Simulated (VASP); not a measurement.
Level of theory: PBEsol GGA, VASP's PBE PAW potentials (set 64) (plane waves; VASP).

A VASP calculation is set up with these files.

### POSCAR
```
YZn
1
    3.5700000000     0.0000000000     0.0000000000
    0.0000000000     3.5700000000     0.0000000000
    0.0000000000     0.0000000000     3.5700000000
Zn Y
1 1
Direct
  0.5000000000   0.5000000000   0.5000000000
  0.0000000000   0.0000000000   0.0000000000
```

File KPOINTS:
```
kpoints
0
Gamma
  9 9 9
```

**INCAR**
```
ALGO=Normal
EDIFF=1E-6
EDIFFG=-0.01
ENCUT=400
GGA=PS
IBRION=2
ISIF=3
ISMEAR=1
LASPH=T
LCHARG=F
LMAXMIX=4
LREAL=F
LWAVE=F
NELM=100
NSW=60
PREC=Accurate
SIGMA=0.1
SYSTEM=YZn
```

POTCAR, in this order: Zn Y_sv (PBE.64 set). Program: vasp_std.

The resulting files:

File OUTCAR:
```
 ion  position               nearest neighbor table
   1  0.500  0.500  0.500-   2 3.09   2 3.09   2 3.09   2 3.09   2 3.09   2 3.09   2 3.09   2 3.09
  LATTYP: Found a simple cubic cell.
 ALAT       =     3.5700000000
 Subroutine PRICEL returns:
 Original cell was already a primitive cell.
 Subroutine GETGRP returns: Found 48 space group operations
The static configuration has the point symmetry O_h .
The dynamic configuration has the point symmetry O_h .
 Subroutine INISYM returns: Found 48 space group operations
 Subroutine IBZKPT returns following result:
 Found     35 irreducible k-points:

 Following reciprocal coordinates:
            Coordinates               Weight
  0.000000  0.000000  0.000000      1.000000
  0.111111  0.000000  0.000000      6.000000
  0.222222  0.000000  0.000000      6.000000
  0.333333  0.000000  0.000000      6.000000
  0.444444  0.000000  0.000000      6.000000
  0.111111  0.111111  0.000000     12.000000
  0.222222  0.111111  0.000000     24.000000
  0.333333  0.111111  0.000000     24.000000
  0.444444  0.111111  0.000000     24.000000
  0.222222  0.222222  0.000000     12.000000
  0.333333  0.222222  0.000000     24.000000
  0.444444  0.222222  0.000000     24.000000
  0.333333  0.333333  0.000000     12.000000
  0.444444  0.333333  0.000000     24.000000
  0.444444  0.444444  0.000000     12.000000
  0.111111  0.111111  0.111111      8.000000
  0.222222  0.111111  0.111111     24.000000
  0.333333  0.111111  0.111111     24.000000
  0.444444  0.111111  0.111111     24.000000
  0.222222  0.222222  0.111111     24.000000
  0.333333  0.222222  0.111111     48.000000
  0.444444  0.222222  0.111111     48.000000
  0.333333  0.333333  0.111111     24.000000
  0.444444  0.333333  0.111111     48.000000
  0.444444  0.444444  0.111111     24.000000
...
```

OSZICAR:
```
       N       E                     dE             d eps       ncg     rms          rms(c)
DAV:   1     0.908778419256E+02    0.90878E+02   -0.10402E+04  1050   0.152E+03
DAV:   2    -0.584211635977E+01   -0.96720E+02   -0.95427E+02  1162   0.295E+02
DAV:   3    -0.953750444382E+01   -0.36954E+01   -0.36865E+01  1370   0.572E+01
DAV:   4    -0.963347630071E+01   -0.95972E-01   -0.95954E-01  1457   0.751E+00
DAV:   5    -0.963436845682E+01   -0.89216E-03   -0.89215E-03  1377   0.670E-01    0.288E+01
DAV:   6    -0.918365660171E+01    0.45071E+00   -0.13209E+00  1309   0.170E+01    0.175E+01
DAV:   7    -0.913379451610E+01    0.49862E-01   -0.79962E-01  1496   0.743E+00    0.388E+00
DAV:   8    -0.911762953380E+01    0.16165E-01   -0.13560E-01  1282   0.470E+00    0.764E-01
DAV:   9    -0.911295023020E+01    0.46793E-02   -0.40376E-02  1239   0.161E+00    0.171E-01
DAV:  10    -0.911289164655E+01    0.58584E-04   -0.23145E-03  1318   0.364E-01    0.483E-02
DAV:  11    -0.911289222385E+01   -0.57730E-06   -0.86097E-05  1349   0.992E-02    0.191E-02
DAV:  12    -0.911289404417E+01   -0.18203E-05   -0.12396E-05  1503   0.231E-02    0.204E-02
DAV:  13    -0.911289287978E+01    0.11644E-05   -0.37441E-06  1009   0.163E-02    0.579E-04
DAV:  14    -0.911289291259E+01   -0.32811E-07   -0.22155E-07   644   0.417E-03
   1 F= -.91128929E+01 E0= -.91131575E+01  d E =-.911289E+01
       N       E                     dE             d eps       ncg     rms          rms(c)
DAV:   1    -0.101016807388E+02   -0.98879E+00   -0.13966E+01  1345   0.465E+01    0.808E+00
DAV:   2    -0.928367258967E+01    0.81801E+00   -0.52863E+00  1079   0.452E+01    0.268E+00
DAV:   3    -0.913829241660E+01    0.14538E+00   -0.67869E-01  1367   0.108E+01    0.133E+00
DAV:   4    -0.912353978516E+01    0.14753E-01   -0.13987E-01  1673   0.206E+00    0.934E-01
DAV:   5    -0.912637928034E+01   -0.28395E-02   -0.80140E-03  1352   0.830E-01    0.532E-01
DAV:   6    -0.912922505409E+01   -0.28458E-02   -0.89815E-03  1644   0.544E-01    0.138E-01
DAV:   7    -0.912932671750E+01   -0.10166E-03   -0.30705E-04  1189   0.182E-01    0.757E-02
DAV:   8    -0.912939813214E+01   -0.71415E-04   -0.20929E-04  1458   0.129E-01    0.165E-02
DAV:   9    -0.912939904375E+01   -0.91162E-06   -0.12946E-05  1192   0.337E-02    0.654E-03
DAV:  10    -0.912939886747E+01    0.17628E-06   -0.19719E-07   623   0.380E-03
   2 F= -.91293989E+01 E0= -.91293601E+01  d E =-.165060E-01
       N       E                     dE             d eps       ncg     rms          rms(c)
DAV:   1    -0.917966690456E+01   -0.50268E-01   -0.74302E-01  1312   0.115E+01    0.175E+00
DAV:   2    -0.913745888053E+01    0.42208E-01   -0.19070E-01  1092   0.644E+00    0.610E-01
DAV:   3    -0.913114605396E+01    0.63128E-02   -0.27112E-02  1636   0.145E+00    0.318E-01
DAV:   4    -0.913080434618E+01    0.34171E-03   -0.38326E-03  1699   0.411E-01    0.202E-01
DAV:   5    -0.913106814879E+01   -0.26380E-03   -0.57848E-04  1532   0.175E-01    0.846E-02
DAV:   6    -0.913113820242E+01   -0.70054E-04   -0.35180E-04  1750   0.114E-01    0.251E-02
DAV:   7    -0.913113773851E+01    0.46391E-06   -0.87351E-06  1085   0.232E-02
   3 F= -.91311377E+01 E0= -.91311695E+01  d E =-.182448E-01
       N       E                     dE             d eps       ncg     rms          rms(c)
DAV:   1    -0.913143037939E+01   -0.29218E-03   -0.48120E-03  1176   0.932E-01    0.140E-01
DAV:   2    -0.913116713248E+01    0.26325E-03   -0.14342E-03  1127   0.580E-01    0.483E-02
DAV:   3    -0.913112351293E+01    0.43620E-04   -0.14873E-04  1597   0.133E-01    0.259E-02
DAV:   4    -0.913111970929E+01    0.38036E-05   -0.41211E-05  1649   0.357E-02    0.173E-02
DAV:   5    -0.913112148571E+01   -0.17764E-05   -0.21944E-06   900   0.119E-02    0.996E-03
DAV:   6    -0.913112308952E+01   -0.16038E-05   -0.44138E-06  1343   0.118E-02    0.303E-03
DAV:   7    -0.913112309282E+01   -0.32956E-08   -0.14169E-07   553   0.349E-03
   4 F= -.91311231E+01 E0= -.91311485E+01  d E =-.182302E-01
       N       E                     dE             d eps       ncg     rms          rms(c)
DAV:   1    -0.913181447718E+01   -0.69139E-03   -0.10282E-02  1319   0.134E+00    0.206E-01
DAV:   2    -0.913122864402E+01    0.58583E-03   -0.27914E-03  1106   0.808E-01    0.713E-02
DAV:   3    -0.913113916753E+01    0.89476E-04   -0.38096E-04  1666   0.190E-01    0.382E-02
DAV:   4    -0.913113253240E+01    0.66351E-05   -0.57878E-05  1708   0.498E-02    0.248E-02
DAV:   5    -0.913113507531E+01   -0.25429E-05   -0.81453E-06  1421   0.204E-02    0.958E-03
DAV:   6    -0.913113526913E+01   -0.19382E-06   -0.44219E-06  1395   0.118E-02
   5 F= -.91311353E+01 E0= -.91311695E+01  d E =-.121763E-04
```

**OUTCAR**
```
------------------------ aborting loop because EDIFF is reached ----------------------------------------
  FORCE on cell =-STRESS in cart. coord.  units (eV):
  Direction    XX          YY          ZZ          XY          YZ          ZX
  --------------------------------------------------------------------------------------
  Total       -0.0072844     -0.0072844     -0.0072844      0.0000000      0.0000000      0.0000000
  in kB       -0.2681837     -0.2681837     -0.2681837      0.0000000      0.0000000      0.0000000
  external PRESSURE =      -0.2681837 kB  Pullay stress =       0.0000000 kB
  volume of cell :       43.52
      direct lattice vectors                 reciprocal lattice vectors
     3.517421831  0.000000000 -0.000000000     0.284299140  0.000000000 -0.000000000
    -0.000000000  3.517421831 -0.000000000    -0.000000000  0.284299140 -0.000000000
     0.000000000  0.000000000  3.517421831     0.000000000  0.000000000  0.284299140
 POSITION                                       TOTAL-FORCE (eV/Angst)
 -----------------------------------------------------------------------------------
      1.75871      1.75871      1.75871         0.000000      0.000000      0.000000
      3.51742      0.00000     -0.00000        -0.000000     -0.000000      0.000000
 -----------------------------------------------------------------------------------
    total drift:                                0.000000      0.000000     -0.000000
  FREE ENERGIE OF THE ION-ELECTRON SYSTEM (eV)
  ---------------------------------------------------
  free  energy   TOTEN  =        -9.1311352691 eV

  energy  without entropy=       -9.1312378498  energy(sigma->0) =       -9.13116946

 reached required accuracy - stopping structural energy minimisation
```
(Selected blocks of OUTCAR.)

### CONTCAR
```
YZn
   1.00000000000000
     3.5174218308007656    0.0000000000000000   -0.0000000000000000
    -0.0000000000000000    3.5174218308007656   -0.0000000000000000
     0.0000000000000000    0.0000000000000000    3.5174218308007656
  Zn              Y
     1     1
Direct
     0.5000000000000000    0.5000000000000000    0.5000000000000000
     1.0000000000000000    0.0000000000000000    0.0000000000000000
```

Energy and stress use the plane-wave basis of the starting cell.

The structure comes from a measured YZn entry (Pm-3m) of the Crystallography Open Database, whose conditions weren't checked. This run relaxes it. Symmetry was kept, so distortions that lower it aren't found. The electron count is odd and the run is not spin-polarised, which forces a metal.
